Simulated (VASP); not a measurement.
# Lu4C3 (Pm-3m) in VASP: single point with PBE

Aim: the single point of Lu4C3 with PBE.

Program: VASP 6.6.1. These are calculated values, not measurements. Logs are shortened: lines on timing, memory, paths and dates and some standing lists are left out, and cuts for length are marked.

### Step 1. The cell of the first run

Symmetry: Pm-3m, No. 221, cubic system. Conventional cell: a = 4.888 Å, b = 4.888 Å, c = 4.888 Å, α = 90.00°, β = 90.00°, γ = 90.00°. Around Lu (site symmetry 4/mmm) lie 4 C at 2.44 Å. Lu (site symmetry m-3m) is surrounded by 6 C at 2.44 Å. C (site symmetry 4/mmm) has 6 Lu at 2.44 Å as nearest neighbours.

The cell was built by a generator and needn't be a form met in nature.

### Step 2. Single point, PBE (random cell by space group and Wyckoff sites (Pm-3m, No. 221))

The input, INCAR:

```
PREC     = Accurate       # precision mode
ENCUT    = 520            # plane-wave cutoff, eV
EDIFF    = 1E-6           # SCF threshold, eV
ISMEAR   = 0              # smearing method
SIGMA    = 0.1            # smearing width, eV
LREAL    = False          # projectors in reciprocal space
LASPH    = True           # aspherical terms in the spheres
NELM     = 100            # most SCF steps
ALGO     = Fast           # electronic algorithm
ISIF     = 2              # what is computed and relaxed
LWAVE    = False          # write WAVECAR
LCHARG   = False          # write CHGCAR
GGA      = PE             # functional
NBANDS   = 65             # bands
```

The input, KPOINTS:

```
regular mesh
0
Gamma
  8 8 8
```

The input, POSCAR:

```
Lu4C3
1.0
    4.8883545037      0.0000000000      0.0000000000
    0.0000000000      4.8883545037      0.0000000000
    0.0000000000      0.0000000000      4.8883545037
Lu C
4 3
Direct
    0.5000000000      0.0000000000      0.0000000000
    0.0000000000      0.5000000000      0.0000000000
    0.0000000000      0.0000000000      0.5000000000
    0.5000000000      0.5000000000      0.5000000000
    0.0000000000      0.5000000000      0.5000000000
    0.5000000000      0.0000000000      0.5000000000
    0.5000000000      0.5000000000      0.0000000000
```

Potentials or basis: VASP PAW PBE potentials, release 64 (Lu, C).

Run with:

```bash
> cat potpaw_PBE.64/Lu/POTCAR potpaw_PBE.64/C/POTCAR > POTCAR
> mpirun -np 1 vasp_std > vasp.out
```

OUTCAR:

```text
PREC = Accurate
   ENCUT = 520
   EDIFF = 1E-6
   ISMEAR = 0
   LREAL = False
   LASPH = True
   NELM = 100
   ISIF = 2
   GGA = PE

 ion  position               nearest neighbor table
   1  0.500  0.000  0.000-   6 2.44   7 2.44   6 2.44   7 2.44   3 3.46   3 3.46   4 3.46   4 3.46
                             2 3.46   4 3.46   2 3.46   4 3.46   2 3.46   3 3.46   3 3.46   2 3.46
   2  0.000  0.500  0.000-   5 2.44   7 2.44   5 2.44   7 2.44   3 3.46   3 3.46   4 3.46   4 3.46
                             1 3.46   3 3.46   3 3.46   1 3.46   4 3.46   1 3.46   4 3.46   1 3.46
   3  0.000  0.000  0.500-   5 2.44   6 2.44   5 2.44   6 2.44   2 3.46   1 3.46   2 3.46   2 3.46
                             4 3.46   4 3.46   2 3.46   1 3.46   4 3.46   1 3.46   1 3.46   4 3.46
   4  0.500  0.500  0.500-   5 2.44   6 2.44   7 2.44   7 2.44   6 2.44   5 2.44   1 3.46   2 3.46
                             1 3.46   1 3.46   3 3.46   2 3.46   1 3.46   2 3.46   3 3.46   3 3.46
   5  0.000  0.500  0.500-   2 2.44   3 2.44   4 2.44   2 2.44   3 2.44   4 2.44
   6  0.500  0.000  0.500-   1 2.44   3 2.44   4 2.44   1 2.44   4 2.44   3 2.44
   7  0.500  0.500  0.000-   1 2.44   2 2.44   4 2.44   4 2.44   1 2.44   2 2.44

  LATTYP: Found a simple cubic cell.
 ALAT       =     4.8883545037

  Lattice vectors:

 A1 = (   4.8883545037,   0.0000000000,   0.0000000000)
 A2 = (   0.0000000000,   4.8883545037,   0.0000000000)
 A3 = (   0.0000000000,   0.0000000000,   4.8883545037)

Analysis of symmetry for initial positions (statically):
=====================================================================
 Subroutine PRICEL returns:
 Original cell was already a primitive cell.

 Routine SETGRP: Setting up the symmetry group for a
 simple cubic supercell.

 Subroutine GETGRP returns: Found 48 space group operations
 (whereof 48 operations were pure point group operations)
 out of a pool of 48 trial point group operations.

The static configuration has the point symmetry O_h .

Analysis of symmetry for dynamics (positions and initial velocities):
=====================================================================
 Subroutine PRICEL returns:
 Original cell was already a primitive cell.

 Routine SETGRP: Setting up the symmetry group for a
 simple cubic supercell.

 Subroutine GETGRP returns: Found 48 space group operations
 (whereof 48 operations were pure point group operations)
 out of a pool of 48 trial point group operations.

The dynamic configuration has the point symmetry O_h .

 Subroutine INISYM returns: Found 48 space group operations
 (whereof 48 operations are pure point group operations),
 and found     1 'primitive' translations

----------------------------------------------------------------------------------------

                                     Primitive cell

  volume of cell :     116.8122

  direct lattice vectors                    reciprocal lattice vectors
     4.888354504  0.000000000  0.000000000     0.204567815  0.000000000  0.000000000
     0.000000000  4.888354504  0.000000000     0.000000000  0.204567815  0.000000000
     0.000000000  0.000000000  4.888354504     0.000000000  0.000000000  0.204567815

  length of vectors
     4.888354504  4.888354504  4.888354504     0.204567815  0.204567815  0.204567815

  position of ions in fractional coordinates (direct lattice)
     0.500000000  0.000000000  0.000000000
     0.000000000  0.500000000  0.000000000
     0.000000000  0.000000000  0.500000000
     0.500000000  0.500000000  0.500000000
     0.000000000  0.500000000  0.500000000
     0.500000000  0.000000000  0.500000000
     0.500000000  0.500000000  0.000000000

  ion indices of the primitive-cell ions
   primitive index   ion index
                 1           1
                 2           2
                 3           3
                 4           4
                 5           5
                 6           6
                 7           7

----------------------------------------------------------------------------------------

 KPOINTS: regular mesh

Automatic generation of k-mesh.
 Grid dimensions read from file:
 generate k-points for:    8    8    8

 Generating k-lattice:

  Cartesian coordinates                     Fractional coordinates (reciprocal lattice)
     0.025570977  0.000000000  0.000000000     0.125000000  0.000000000  0.000000000
     0.000000000  0.025570977  0.000000000     0.000000000  0.125000000  0.000000000
     0.000000000  0.000000000  0.025570977     0.000000000  0.000000000  0.125000000

  Length of vectors
     0.025570977  0.025570977  0.025570977

  Shift w.r.t. Gamma in fractional coordinates (k-lattice)
     0.000000000  0.000000000  0.000000000

 Subroutine IBZKPT returns following result:
 ===========================================

 Found     35 irreducible k-points:

 Following reciprocal coordinates:
            Coordinates               Weight
  0.000000  0.000000  0.000000      1.000000
  0.125000  0.000000  0.000000      6.000000
  0.250000  0.000000  0.000000      6.000000
  0.375000  0.000000  0.000000      6.000000
  0.500000  0.000000  0.000000      3.000000
  0.125000  0.125000  0.000000     12.000000
[... 16 lines left out ...]
  0.375000  0.375000  0.125000     24.000000
  0.500000  0.375000  0.125000     24.000000
 [... further k-points ...]
   k-points           NKPTS =     35   k-points in BZ     NKDIM =     35   number of bands    NBANDS=     65
   number of dos      NEDOS =    301   number of ions     NIONS =      7
   total plane-waves  NPLWV =  46656
   dimension x,y,z NGX =    36 NGY =   36 NGZ =   36
   dimension x,y,z NGXF=    72 NGYF=   72 NGZF=   72
   ions per type =               4   3
   NGX,Y,Z   is equivalent  to a cutoff of  12.24, 12.24, 12.24 a.u.
   NGXF,Y,Z  is equivalent  to a cutoff of  24.49, 24.49, 24.49 a.u.
 SYSTEM =  unknown system
   PREC   = accura    normal or accurate (medium, high low for compatibility)
   ISTART =      0    job   : 0-new  1-cont  2-samecut
   ICHARG =      2    charge: 1-file 2-atom 10-const
   ISPIN  =      1    spin polarized calculation?
   LNONCOLLINEAR =      F non collinear calculations
   LSORBIT =      F    spin-orbit coupling
   LASPH  =      T    aspherical Exc in radial PAW
   ENCUT  =  520.0 eV  38.22 Ry    6.18 a.u.   9.09  9.09  9.09*2*pi/ulx,y,z
   NELM   =    100;   NELMIN=  2; NELMDL= -5     # of ELM steps
   EDIFF  = 0.1E-05   stopping-criterion for ELM
   LREAL  =      F    real-space projection
   EDIFFG = 0.1E-04   stopping-criterion for IOM
   NSW    =      0    number of steps for IOM
   IBRION =     -1    ionic relax: 0-MD 1-quasi-New 2-CG
   NFREE  =      0    steps in history (QN), initial steepest desc. (CG)
   ISIF   =      2    stress and relaxation
   ISYM   =      2    0-nonsym 1-usesym 2-fastsym
   POTIM  = 0.5000    time-step for ionic-motion
   TEBEG  =    0.0;   TEEND  =   0.0 temperature during run
   PSTRESS=    0.0 pullay stress
   NELECT =     112.0000    total number of electrons
   NUPDOWN=      -1.0000    fix difference up-down
   EMIN   =  10.00;   EMAX   =-10.00  energy-range for DOS
   EFERMI =   0.00;   METHOD = LEGACY
   ISMEAR =     0;   SIGMA  =   0.10  broadening in eV -4-tet -1-fermi 0-gaus
   EFERMI_NEDOS =   21; number of points for ismear=-14 and -15
   IALGO  =     68    algorithm
   IMIX   =      4    mixing-type and parameters
     AMIX     =   0.40;   BMIX     =  1.00
     AMIX_MAG =   1.60;   BMIX_MAG =  1.00
  volume/ion in A,a.u.               =      16.69       112.61
  Fermi-wavevector in a.u.,A,eV,Ry     =   1.614302  3.050589 35.456392  2.605971
  Thomas-Fermi vector in A             =   2.709233
   LORBIT       =      0    0 simple, 1 ext, 2 COOP (PROOUT), +10 PAW based schemes
   GGA     = PE    functional components
   LHFCALC =     F    Hartree Fock is set to
   AEXX    =    0.0000 exact exchange contribution
   IVDW    =     0    specifies the selected vdW correction
   LEPSILON=     F    determine dielectric tensor
   LRPA    =     F    only Hartree local field effects (RPA)
 non-spin polarized calculation
 RMM-DIIS sequential band-by-band and
 Gauss-broadening in eV      SIGMA  =   0.10
  energy-cutoff  :      520.00
  volume of cell :      116.81
 maximum number of plane-waves:      3178
   NGX = 19   NGY = 19   NGZ = 19

 number of electron     112.0000117 magnetization

 Free energy of the ion-electron system (eV)
  ---------------------------------------------------
  ext. energy  EPLUGINS =         0.00000000
  ---------------------------------------------------
  free energy    TOTEN  =       -47.29053522 eV

  energy without entropy =      -47.26697756  energy(sigma->0) =      -47.27875639

 E-fermi :   2.6422     XC(G=0): -11.7218

 val. band max:        2.6391812265   @ k =   0.2500   0.1250   0.0000
 cond. band min:       2.6547787540   @ k =   0.2500   0.2500   0.0000
 fundamental gap:      0.0155975275
 Fermi energy:         2.6422173146

 k-point     1 :       0.0000    0.0000    0.0000
  band No.  band energies     occupation
      1     -52.2876      2.00000
      2     -52.2563      2.00000
      3     -52.2563      2.00000
      4     -51.3779      2.00000
      5     -23.2953      2.00000
      6     -23.2953      2.00000
[... 57 lines left out ...]
     64       7.9306      0.00000
     65       7.9637      0.00000

 k-point     2 :       0.1250    0.0000    0.0000
  band No.  band energies     occupation
      1     -52.2865      2.00000
      2     -52.2573      2.00000
      3     -52.2563      2.00000
      4     -51.3779      2.00000
      5     -23.2890      2.00000
      6     -23.2890      2.00000
[... 57 lines left out ...]
     64       7.8126      0.00000
     65       7.9904      0.00000

 k-point     3 :       0.2500    0.0000    0.0000
  band No.  band energies     occupation
      1     -52.2835      2.00000
      2     -52.2603      2.00000
      3     -52.2563      2.00000
      4     -51.3780      2.00000
      5     -23.2728      2.00000
      6     -23.2728      2.00000
[... 1417 lines left out ...]
     64       7.8532      0.00000
     65       9.6518      0.00000

 k-point    24 :       0.5000    0.3750    0.1250
  band No.  band energies     occupation
      1     -52.2702      2.00000
      2     -52.2666      2.00000
      3     -52.2629      2.00000
      4     -51.3782      2.00000
      5     -23.3816      2.00000
      6     -23.1782      2.00000
[... 57 lines left out ...]
     64       8.4998      0.00000
     65       8.7355      0.00000

 [... further k-points ...]

------------------------ aborting loop because EDIFF is reached ----------------------------------------

  FORCE on cell =-STRESS in cart. coord.  units (eV):
  Direction    XX          YY          ZZ          XY          YZ          ZX
  --------------------------------------------------------------------------------------
  -------------------------------------------------------------------------------------
  Total        0.4799869      0.4799869      0.4799869      0.0000000      0.0000000      0.0000000
  in kB        6.5834253      6.5834253      6.5834253      0.0000000      0.0000000      0.0000000
  external PRESSURE =       6.5834253 kB  Pullay stress =       0.0000000 kB

 VOLUME and BASIS-vectors are now :
 -----------------------------------------------------------------------------
  energy-cutoff  :      520.00
  volume of cell :      116.81
      direct lattice vectors                 reciprocal lattice vectors
     4.888354504  0.000000000  0.000000000     0.204567815  0.000000000  0.000000000
     0.000000000  4.888354504  0.000000000     0.000000000  0.204567815  0.000000000
     0.000000000  0.000000000  4.888354504     0.000000000  0.000000000  0.204567815

 POSITION                                       TOTAL-FORCE (eV/Angst)
 -----------------------------------------------------------------------------------
      2.44418      0.00000      0.00000         0.000000      0.000000      0.000000
      0.00000      2.44418      0.00000         0.000000      0.000000      0.000000
      0.00000      0.00000      2.44418         0.000000      0.000000      0.000000
      2.44418      2.44418      2.44418         0.000000      0.000000      0.000000
      0.00000      2.44418      2.44418         0.000000      0.000000      0.000000
      2.44418      0.00000      2.44418         0.000000      0.000000      0.000000
      2.44418      2.44418      0.00000         0.000000      0.000000      0.000000
 -----------------------------------------------------------------------------------
    total drift:                                0.000000      0.000000     -0.000000

  FREE ENERGIE OF THE ION-ELECTRON SYSTEM (eV)
  ---------------------------------------------------
  free  energy   TOTEN  =       -47.2905352227 eV

  energy  without entropy=      -47.2669775627  energy(sigma->0) =      -47.27875639
```

Run time: 13 min. Hardware: 1 thread of Intel Xeon 6975P-C (Granite Rapids), shared host; peak memory 0.37 GiB.

What came out:

```
Free energy            : -47.2905 eV
Pressure               : 0.7 GPa
Band gap on the k mesh : none (metal or under the smearing width)
```

Spin-orbit coupling is left out, which matters for the levels of Lu.
